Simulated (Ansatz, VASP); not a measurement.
Two plane-wave programs on Ga2GeO3

INCAR

```
SYSTEM = Ga2GeO3
PREC = Accurate
ENCUT = 520
EDIFF = 1E-7
ISMEAR = 0
SIGMA = 0.1
LREAL = .False.
LASPH = .True.
NELM = 100
ALGO = Normal
ISIF = 2
LWAVE = .False.
LCHARG = .False.
GGA = PE
NBANDS = 38
```

The input KPOINTS:

```
regular mesh
0
Gamma
  4 4 6
  0 0 0
```

POSCAR

```
Ga2GeO3
1.0
    2.2716028700     -4.8059842600      0.0000000000
    2.2716028700      4.8059842600      0.0000000000
    0.0000000000      0.0000000000      3.5773720000
Ga Ge O
2 1 3
Direct
    0.6549724500      0.3450275500      0.5000000000
    0.3450275500      0.6549724500      0.5000000000
    0.0000000000      0.0000000000      0.0000000000
    0.1453886600      0.8546113400      0.5000000000
    0.8546113400      0.1453886600      0.5000000000
    0.5000000000      0.5000000000      0.0000000000
```

Input for Ansatz:

```yaml
crystal:
  lattice:
    - [2.27160287, -4.80598426, 0.0]
    - [2.27160287, 4.80598426, 0.0]
    - [0.0, 0.0, 3.577372]
  atoms:
    - { symbol: Ga, position: [0.65497245, 0.34502755, 0.5] }
    - { symbol: Ga, position: [0.34502755, 0.65497245, 0.5] }
    - { symbol: Ge, position: [0.0, 0.0, 0.0] }
    - { symbol: O, position: [0.14538866, 0.85461134, 0.5] }
    - { symbol: O, position: [0.85461134, 0.14538866, 0.5] }
    - { symbol: O, position: [0.5, 0.5, 0.0] }
basis:
  ecutwfc: 420
kpoints:
  mp_grid: { grid: [4, 4, 6] }
hamiltonian:
  xc: pbe
scf:
  occupations: { method: gaussian, width: 0.1 }
  lower_state_search: "off"
output:
  forces: true
  stress: true
  eigenvalues: true
```

Change from the starting cell: species swapped into the Li2CeO3 type (Cmmm, No. 65).

Alike in both runs: task single point; functional PBE; k mesh 4 × 4 × 6; occupations gaussian, width 0.1 eV; no spin polarisation.

|  | VASP | Ansatz |
| --- | --- | --- |
| version | VASP 6.6.1 | Ansatz 0.2.0 |
| potentials or method | VASP PAW PBE potentials, release 64 (Ga_d, Ge_d, O) | scalar-relativistic, plane waves, PAW |
| plane-wave cutoff (eV) | 520 | 420 |
| valence electrons in the cell | 58 | 58 |

Ansatz gave:

```
gap on the k mesh at the Fermi level (eV)       : none
pressure (GPa)                                  : 9.6
largest component of the traceless stress (GPa) : 2.08
rms of the force components (eV/Å)              : 0.471
```

Question: Which values does VASP return?

Answer: gap on the k mesh at the Fermi level (eV): none; pressure (GPa): 9.9; largest component of the traceless stress (GPa): 2.31; rms of the force components (eV/Å): 0.473.

Atom by atom the forces differ by 0.023 eV/Å (rms over components). A gap of «none» marks a metal or a gap that the smearing closes.

Caveats: the k mesh is coarse (spacing up to 0.38 Å⁻¹), so the values aren't converged; forces of over 1 eV/Å show positions far from the minimum, so gaps and moduli don't describe the material at rest.
